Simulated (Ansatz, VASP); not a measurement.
# Two plane-wave programs on PC3

```xyz
4
Lattice="3.9455 0.0000 0.0000 -1.9728 3.4169 0.0000 0.0000 0.0000 2.7173" Properties=species:S:1:pos:R:3 pbc="T T T"
P     0.0000    2.2780    0.0000
C    -1.2434    2.9958    1.3586
C     0.0000    0.8422    1.3586
C     1.2434    2.9958    1.3586
```

Alike in both runs: functional PBE; k mesh 12 × 12 × 18; occupations gaussian, width 0.1 eV; no spin polarisation.

Ansatz relaxed the structure, and its values are those at the end. VASP's run is a single point on that final structure, the one shown.

|  | VASP | Ansatz |
| --- | --- | --- |
| version | VASP 6.6.1 | Ansatz 0.2.0 |
| potentials or method | VASP PAW PBE potentials, release 64 (P, C) | scalar-relativistic, plane waves, PAW |
| plane-wave cutoff (eV) | 520 | 420 |
| valence electrons in the cell | 17 | 17 |

|  | VASP | Ansatz | Ansatz less VASP |
| --- | --- | --- | --- |
| gap on the k mesh at the Fermi level (eV) | none | none | - |
| pressure (GPa) | 0.1 | 0.0 | -0.11 |
| rms of the force components (eV/Å) | 0.062 | 0.001 | -0.0615 |

A gap of «none» marks a metal or a gap that the smearing closes. With one functional, cell and mesh, what is left measures potentials, basis and numerics.
